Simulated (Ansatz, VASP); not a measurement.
## CsBa3 in VASP and in Ansatz

INCAR

```
SYSTEM = CsBa3
ALGO = Normal
EDIFF = 1E-7
ENCUT = 520
GGA = PE
ISIF = 2
ISMEAR = -1
LASPH = .TRUE.
LCHARG = .FALSE.
LREAL = .FALSE.
LWAVE = .FALSE.
NBANDS = 28
NELM = 100
PREC = Accurate
SIGMA = 0.05
```

The input KPOINTS:

```
k-points
0
G
  5 5 5
  0 0 0
```

The input POSCAR:

```
CsBa3
1.0
    0.0000000000      5.2899929846      5.2899929846
    5.2899929846      0.0000000000      5.2899929846
    5.2899929846      5.2899929846      0.0000000000
Ba Cs
3 1
Direct
    0.5000000000      0.5000000000      0.5000000000
    0.7500000000      0.7500000000      0.7500000000
    0.2500000000      0.2500000000      0.2500000000
    0.0000000000      0.0000000000      0.0000000000
```

File input.yaml:

```yaml
crystal:
  lattice:
    - [0.0, 5.2899929846, 5.2899929846]
    - [5.2899929846, 0.0, 5.2899929846]
    - [5.2899929846, 5.2899929846, 0.0]
  atoms:
    - { symbol: Ba, position: [0.5, 0.5, 0.5] }
    - { symbol: Ba, position: [0.75, 0.75, 0.75] }
    - { symbol: Ba, position: [0.25, 0.25, 0.25] }
    - { symbol: Cs, position: [0.0, 0.0, 0.0] }
hamiltonian:
  xc: pbe
  pseudopotentials: { kind: paw }
kpoints:
  mp_grid: { grid: [5, 5, 5] }
scf:
  occupations: { method: fermi_dirac, width: 0.05 }
output:
  forces: true
  stress: true
  eigenvalues: true
  write_density: true
  write_potential: true
  elf: true
  volumetric_format: npy
```

Change from the starting cell: volume scaled by 1.04.

Alike in both runs: task single point; functional PBE; k mesh 5 × 5 × 5; occupations fermi-dirac, width 0.05 eV; no spin polarisation.

|  | VASP | Ansatz |
| --- | --- | --- |
| version | VASP 6.6.1 | Ansatz 0.2.0 |
| potentials or method | VASP PAW PBE potentials, release 64 (Ba_sv, Cs_sv) | Ansatz PAW |
| plane-wave cutoff (eV) | 520 | 420 |
| valence electrons in the cell | 39 | 39 |

```tsv
	VASP	Ansatz	Ansatz less VASP
gap on the k mesh at the Fermi level (eV)	none	none	-
pressure (GPa)	-0.2	-0.2	-0.01
```

A gap of «none» marks a metal or a gap that the smearing closes.

The runs have no spin-orbit coupling, so splittings on Ba, Cs are missing.
